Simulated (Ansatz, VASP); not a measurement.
**Pt22S (S3(112) boundary in fcc Pt with S (substitutional)): VASP beside Ansatz**

Wanted: the spread between two codes on one cell, functional and k mesh. Of the first pair: The structure shown is the start of the Ansatz relaxation below; VASP solves that cell, so the two are compared at the walk's first step.

Main program and level: Ansatz 0.2.0; plane waves, with VASP 6.6.1 beside it; PBE.

## 1. The starting structure

The cell holds 23 atoms: 22 Pt and 1 S. Its edges and angles: a = 2.773 Å, b = 6.793 Å, c = 29.412 Å, α = 90.0°, β = 90.0°, γ = 90.0°. It derives from Pt. As first built, before any earlier steps moved the atoms or strained the cell (in the runner's words): plane [1, 1, 2]; removed 2; opened 0. Vacuum lies along c.

## 2. Ansatz: relaxation, PBE

Ansatz runs on its PAW soft_1 files.

The two programs are compared at the cell with which this relaxation starts, whose forces are those of its first step.

input.yaml

```yaml
crystal:
  lattice:
    - [2.7731313745, 0.0, 0.0]
    - [0.0, 6.7927568571, 0.0]
    - [0.0, 0.0, 29.4122836744]
  atoms:
    - { symbol: Pt, position: [2.0e-10, 0.3333333333, 0.1699970004] }
    - { symbol: Pt, position: [0.5000000002, 0.0, 0.1972146786] }
    - { symbol: Pt, position: [1.0e-10, 0.6666666667, 0.2244323569] }
    - { symbol: Pt, position: [0.5000000001, 0.3333333333, 0.2516500351] }
    - { symbol: Pt, position: [1.0e-10, 0.0, 0.2788677133] }
    - { symbol: Pt, position: [0.5000000001, 0.6666666667, 0.3060853915] }
    - { symbol: Pt, position: [1.0e-10, 0.3333333333, 0.3333030697] }
    - { symbol: Pt, position: [0.5000000001, 0.0, 0.360520748] }
    - { symbol: Pt, position: [0.0, 0.6666666667, 0.3877384262] }
    - { symbol: Pt, position: [0.5, 0.3333333333, 0.4149561044] }
    - { symbol: S, position: [0.0, 0.0, 0.4421737826] }
    - { symbol: Pt, position: [0.0, 0.6666666667, 0.4966091391] }
    - { symbol: Pt, position: [0.5000000001, 0.0, 0.5238268173] }
    - { symbol: Pt, position: [1.0e-10, 0.3333333333, 0.5510444955] }
    - { symbol: Pt, position: [0.5000000001, 0.6666666667, 0.5782621737] }
    - { symbol: Pt, position: [1.0e-10, 0.0, 0.605479852] }
    - { symbol: Pt, position: [0.5000000001, 0.3333333333, 0.6326975302] }
    - { symbol: Pt, position: [1.0e-10, 0.6666666667, 0.6599152084] }
    - { symbol: Pt, position: [0.5000000002, 0.0, 0.6871328866] }
    - { symbol: Pt, position: [2.0e-10, 0.3333333333, 0.7143505648] }
    - { symbol: Pt, position: [0.5000000002, 0.6666666667, 0.7415682431] }
    - { symbol: Pt, position: [2.0e-10, 0.0, 0.7687859213] }
    - { symbol: Pt, position: [0.5000000002, 0.3333333333, 0.7960035995] }
kpoints:
  mp_grid: { grid: [8, 4, 1] }
hamiltonian:
  xc: pbe
  pseudopotentials: { kind: paw, azcp: { folder: soft_1 } }
scf:
  occupations: { method: fermi_dirac, width: 0.1 }
relax:
  f_tol: 0.03
  max_steps: 80
  constraints: [{ sites: [0, 1, 2, 3] }]
```

Started as:

```sh
$ ansatz run input.yaml --threads 4 --pin off --max-ram 15360MiB --backend cpu --events-out ev --progress --plain --runs-dir out
```

Numbers of over 12 decimals in the logs are rounded to 6 here.

The program printed:

```text
Engine: ansatz 0.2.0, aarch64-unknown-linux-gnu
Pseudopotentials: kind: paw
Pseudopotential: Pt, paw, valence charge 18, recommended cutoff 420 eV (normal), soft_1/Pt.paw.azcp
Pseudopotential: S, paw, valence charge 6, recommended cutoff 420 eV (normal), soft_1/S.paw.azcp
Functional definition: PBE
  parameter kappa = 0.804
  parameter beta = 0.066725
  exchange = pbe_x(kappa = kappa, mu = beta*pi^2/3)
  correlation = pbe_c(beta = beta)
Crystal: 23 atoms, lattice volume = 554.045 Å³
Basis set: ecut = 420 eV, 10909 PW (Γ), exchange–correlation on 40×96×400 points (8 copies of the dense FFT grid, shifted against one another)
Bands: 242, of which v1, the nominal top of the filled ones, is band 201 counted from 1 (200 counted from 0)
Symmetry: 2 space group operations
Space group: Pm (ITA 6), of the structure as read, at distance tolerance 8.2e-5 Å
k-points: 15 of 32 (time reversal used)
Non-local potential: Pt, projectors of the file, l = 0: 3, l = 1: 2, l = 2: 2, l = 3: 1
Non-local potential: S, projectors of the file, l = 0: 2, l = 1: 2, l = 2: 1
PAW form: soft (Blöchl's): semilocal exchange-correlation on the pseudo side does not see the compensation charge
PAW one-centre angular grid: Pt, 590 points (default); XC on 64 Gauss nodes
PAW one-centre angular grid: S, 110 points (default); XC on 64 Gauss nodes
Initial density: superposition of atomic densities (neutral atoms: chi_scale 0, normalization atom)
Initial wavefunctions: pseudopotential atomic-orbital guess
Functional: x = pbe(κ = 0.804, μ = 0.219515), c = pbe(β = 0.066725)
SCF iter   1: F=—  HF=-276446.659875 eV  |F-HF|=—  |Δ(HF+E_count)|=         —  Δρ=6.90e-2  dr2=3.84e1  ethr=3.10e-3  ⟨swp⟩=6.3  Hψ=13845  notcnv=0  defer=78
preconditioner: auto → LDOS  [metal: Δε(μ)=0.013 eV  Ē_g=7.506 eV  σ=0.100 eV  W_gap=0.03  n_scr=154 (ndim 8)  ℏωp=23.7 eV  f_vac=0.312  D(μ)=37.10/eV (n_scr^D=396)  β→1.0]
SCF iter   2: F=—  HF=-276444.540717 eV  |F-HF|=—  |Δ(HF+E_count)|=    2.12e0  Δρ=5.30e-2  dr2=1.78e1  ethr=3.10e-3  ⟨swp⟩=3.0  Hψ=8739  notcnv=0  defer=260
SCF iter   3: F=—  HF=-276439.538565 eV  |F-HF|=—  |Δ(HF+E_count)|=    5.00e0  Δρ=1.11e-2  dr2=1.65e0  ethr=3.10e-3  ⟨swp⟩=2.0  Hψ=6873  notcnv=0  defer=300
SCF iter   4: F=—  HF=-276439.340445 eV  |F-HF|=—  |Δ(HF+E_count)|=   1.98e-1  Δρ=3.31e-3  dr2=2.80e-1  ethr=4.11e-4  ⟨swp⟩=2.6  Hψ=5965  notcnv=0  defer=291
SCF iter   5: F=—  HF=-276439.307497 eV  |F-HF|=—  |Δ(HF+E_count)|=   3.29e-2  Δρ=1.40e-3  dr2=2.78e-2  ethr=6.97e-5  ⟨swp⟩=2.0  Hψ=5058  notcnv=0  defer=291
SCF iter   6: F=—  HF=-276439.305184 eV  |F-HF|=—  |Δ(HF+E_count)|=   2.31e-3  Δρ=5.96e-4  dr2=5.38e-3  ethr=6.91e-6  ⟨swp⟩=2.0  Hψ=5025  notcnv=0  defer=291
SCF iter   7: F=—  HF=-276439.303392 eV  |F-HF|=—  |Δ(HF+E_count)|=   1.79e-3  Δρ=2.93e-4  dr2=1.35e-3  ethr=1.34e-6  ⟨swp⟩=1.6  Hψ=3973  notcnv=0  defer=291
SCF iter   8: F=—  HF=-276439.303423 eV  |F-HF|=—  |Δ(HF+E_count)|=   3.04e-5  Δρ=1.44e-4  dr2=2.37e-4  ethr=3.36e-7  ⟨swp⟩=2.0  Hψ=5028  notcnv=0  defer=291
SCF iter   9: F=—  HF=-276439.303373 eV  |F-HF|=—  |Δ(HF+E_count)|=   4.99e-5  Δρ=4.30e-5  dr2=2.86e-5  ethr=5.89e-8  ⟨swp⟩=2.5  Hψ=5152  notcnv=0  defer=291
SCF iter  10: F=-276439.303364 eV  HF=-276439.303369 eV  |F-HF|=5.53e-6  |Δ(HF+E_count)|=   3.28e-6  Δρ=2.07e-5  dr2=6.34e-6  ethr=5.60e-9  ⟨swp⟩=4.3  Hψ=11179  notcnv=0
SCF 1 converged in 10 iterations: F = -276439.303364 eV  dr2 = 6.34e-6
  greatest PAW one-centre occupation: 1.000 electrons in one spin orbital (limit 2), on the Pt atom at site 15 (counted from 0), in its partial waves of l = 0
relax step   1: F+E_penalty+E_count = -276439.30336376 eV  Δ(F+E_penalty+E_count) = +0.000e0 eV  max|allowed force component| = 1.294e0 eV/Å  Δτ_max = 0.0000 Å  (10 SCF iters, dr2 threshold 2.25e-5 eV, accepted)
[...]
relax step   8: F+E_penalty+E_count = -276440.89834802 eV  Δ(F+E_penalty+E_count) = -1.123e-2 eV  max|allowed force component| = 6.197e-2 eV/Å  Δτ_max = 0.1578 Å  (10 SCF iters, accepted)
[...]
relax step   9: F+E_penalty+E_count = -276440.90087776 eV  Δ(F+E_penalty+E_count) = -2.530e-3 eV  max|allowed force component| = 3.482e-2 eV/Å  Δτ_max = 0.0675 Å  (7 SCF iters, dr2 threshold 2.09e-6 eV, accepted)
[...]
relax step  10: F+E_penalty+E_count = -276440.90139423 eV  Δ(F+E_penalty+E_count) = -5.165e-4 eV  max|allowed force component| = 1.459e-2 eV/Å  Δτ_max = 0.0218 Å  (7 SCF iters, accepted)
SCF converged after 7 iterations
Free energy (F): -276440.901394 eV
Harris-Foulkes:  -276440.901394 eV  (|F-HF|=8.14e-8)
Internal energy: -276439.735482 eV  (E = F + TS)
E sigma→0 (E₀):  -276440.318438 eV
Entropy (-TS):   -1.165913 eV (-50.692 meV/atom)
Fermi energy:    12.160860 eV
--- Per-component energies (eV) ---
  E_band       = -7130.361724
  E_kinetic    = 13220.786035
  E_local      = -474380.907575  (includes V_loc(G=0)·N_el)
  E_nonlocal   = 4520.174631
  E_hartree    = 231270.267833
  E_xc         = -5188.223129
  E_vxc        = -6036.683747  (∫ρ·V_xc dr)
  E_paw        = -209252.562105  (= ΣΔE_a)
  E_vpaw       = -6994.310359  (= ΣTr[D̂ρ^β])
  E_aug_tail   = 0.024771  (compensation charges beyond the density's cutoff)
  E_ewald      = 163370.704058
  E_smearing   = -1.165913  (= −TS)
  E_closure    = 0.000000  (closes the sum)
  Σ components = -276440.901394   (vs F -276440.901394, Δ=0.00e0)
--- Forces (eV/Å), atoms counted from 1 ---
  atom   1  Pt    -0.00000000    -0.23586080     0.52078878
  atom   2  Pt    -0.00000000    -0.19007239    -0.13830803
  atom   3  Pt     0.00000000     0.28548686    -0.63701634
  atom   4  Pt     0.00000000     0.12878646     0.25890258
  atom   5  Pt    -0.00000000    -0.00086056    -0.00625088
  atom   6  Pt    -0.00000000    -0.00081312    -0.00819132
  atom   7  Pt    -0.00000000     0.00143632     0.00601358
  atom   8  Pt     0.00000000     0.00837916     0.00744426
  atom   9  Pt     0.00000000     0.01209518     0.00522002
  atom  10  Pt    -0.00000000     0.00647092    -0.00313752
  atom  11  S     -0.00000000    -0.01459105    -0.00634791
  atom  12  Pt     0.00000000    -0.00063383    -0.00015069
  atom  13  Pt     0.00000000     0.00368039    -0.00517717
  atom  14  Pt    -0.00000000    -0.00409592    -0.00479842
  atom  15  Pt    -0.00000000    -0.00077587    -0.00057544
  atom  16  Pt     0.00000000    -0.00174181     0.00515560
  atom  17  Pt    -0.00000000     0.00044454     0.00437395
  atom  18  Pt     0.00000000     0.00249511     0.00244263
  atom  19  Pt    -0.00000000    -0.00081859    -0.00146108
  atom  20  Pt    -0.00000000     0.00017962    -0.00108837
  atom  21  Pt    -0.00000000     0.00175383    -0.00143279
  atom  22  Pt    -0.00000000    -0.00138449     0.00115096
  atom  23  Pt     0.00000000     0.00033377     0.00248507
  max |Σ_I F_I| component: 1.06e-4 eV/Å
--- Relaxed structure (10 steps of the walk, 10 accepted, 0 SCFs on fresh bases) ---
  F+E_penalty+E_count = -276440.90139423 eV   max|allowed force component| = 1.459e-2 eV/Å
  atoms:
    - { symbol: Pt, position: [0.0, 0.333333, 0.1699970004] }
    - { symbol: Pt, position: [0.500000, 0.0, 0.197215] }
    - { symbol: Pt, position: [0, 0.666667, 0.2244323569] }
    - { symbol: Pt, position: [0.500000, 0.333333, 0.251650] }
    - { symbol: Pt, position: [-2.028530668248408e-18, -0.00745926, 0.281420] }
    - { symbol: Pt, position: [0.500000, 0.659343, 0.309807] }
    - { symbol: Pt, position: [-2.311635735204137e-18, 0.324833, 0.335488] }
    - { symbol: Pt, position: [0.500000, -0.010939, 0.366001] }
    - { symbol: Pt, position: [-3.5881660490381056e-18, 0.653472, 0.394704] }
    - { symbol: Pt, position: [0.500000, 0.327740, 0.423160] }
    - { symbol: S, position: [8.309811023568533e-18, 0.030557, 0.439901] }
    - { symbol: Pt, position: [-2.712972653590711e-17, 0.566906, 0.484330] }
    - { symbol: Pt, position: [0.500000, -0.084574, 0.506821] }
    - { symbol: Pt, position: [-2.53466988480311e-17, 0.240129, 0.538812] }
    - { symbol: Pt, position: [0.500000, 0.576235, 0.565805] }
    - { symbol: Pt, position: [-2.4304224063993362e-17, -0.089371, 0.593633] }
    - { symbol: Pt, position: [0.500000, 0.244129, 0.622655] }
    - { symbol: Pt, position: [-2.3400962781419926e-17, 0.580617, 0.649660] }
    - { symbol: Pt, position: [0.500000, -0.094633, 0.678803] }
    - { symbol: Pt, position: [-2.3173256639123038e-17, 0.248121, 0.703706] }
    - { symbol: Pt, position: [0.500000, 0.571967, 0.739461] }
    - { symbol: Pt, position: [-2.862894235779143e-17, -0.105274, 0.763029] }
    - { symbol: Pt, position: [0.500000, 0.222659, 0.783424] }
```

Reading the cycles: dr2 is the Hartree energy of the density residual (eV), the measure of convergence; HF is the Harris–Foulkes estimate of the energy, which meets the free energy F at convergence.

(Part 1 of 2 ends here.)

[Lines on the potential files, build, host, timing and source positions are cut from VASP's logs without a mark.]

[Logs are printed without paths, hosts, clocks, repeated set-up lines and the standing remarks that a program may print on its own settings, such as how far it seeks lower states.]

[Hosts, paths, dates, database ids (printed as entryN), source tags and the programs' standing remarks are cut or masked in the printed files.]
